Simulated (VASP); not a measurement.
MgO (Periclase), 2 atoms in the cell. Symmetry: Fm-3m, No. 225, cubic system. Conventional cell: a = 4.208 Å, b = 4.208 Å, c = 4.208 Å, α = 90.00°, β = 90.00°, γ = 90.00°. Around Mg (site symmetry m-3m) lie 6 O at 2.10 Å. O (site symmetry m-3m) has 6 Mg at 2.10 Å as nearest neighbours. 

```yaml
Program: VASP 6.6.1
Task: relaxation of the atoms
Functional: PBEsol
Potentials_or_basis: VASP PAW PBE potentials, release 64 (Mg, O)
Cutoff: 600 eV
k_mesh: 12 × 12 × 12
Occupations: gaussian, width 0.03 eV
Spin: no spin polarisation
Further_INCAR_settings: ALGO = Normal; EDIFF = 1e-07; IBRION = 2; EDIFFG = -0.01; NSW = 40
```

Potentials or basis: VASP PAW PBE potentials, release 64 (Mg, O).

Launch:

```bash
$ cat potpaw_PBE.64/Mg/POTCAR potpaw_PBE.64/O/POTCAR > POTCAR
$ mpirun -np 1 vasp_std > vasp.out
```

Hardware: 1 thread of AMD EPYC 9R14 (Zen 4), with other jobs on the host.

Q: How long does it take, and how much memory?

A: Wall time 8.7 s on 1 thread of AMD EPYC 9R14 (Zen 4), with other jobs on the host, peak memory 0.11 GiB. Counts: scf iterations 13, k points 72, ion steps 1.
